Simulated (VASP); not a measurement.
Consider the following.

```xyz
1
Lattice="0.0000 1.9200 1.9200 1.9200 0.0000 1.9200 1.9200 1.9200 0.0000" Properties=species:S:1:pos:R:3 pbc="T T T"
Ir     0.0000     0.0000     0.0000
```

The numbers are results of PBE GGA, VASP's PBE PAW potentials (set 64) (plane waves; VASP 6.6.1), not measurements. Run with 300 eV cut-off, 10×10×10 Γ-centred mesh, Fermi-Dirac smearing of 0.10 eV, potentials Ir.

**Question.** Give the energies of bands 1 to 6 at the high-symmetry points, in eV from the Fermi level.

**Answer.** 
| band | Γ | X | U | L | W |
|---|---|---|---|---|---|
| 1 | -11.18 | -7.96 | -7.00 | -8.16 | -6.31 |
| 2 | -3.94 | -7.39 | -6.04 | -4.04 | -4.93 |
| 3 | -3.94 | 0.81 | -2.95 | -4.04 | -4.93 |
| 4 | -3.94 | 1.42 | -0.94 | -0.82 | -1.85 |
| 5 | -1.25 | 1.42 | 0.55 | 0.84 | 1.42 |
| 6 | -1.25 | 1.64 | 6.29 | 0.84 | 8.15 |

It has no gap at this level: it comes out as a metal or semimetal.

The structure is a typed Ir crystal (Fm-3m). The cell was not relaxed at this level.
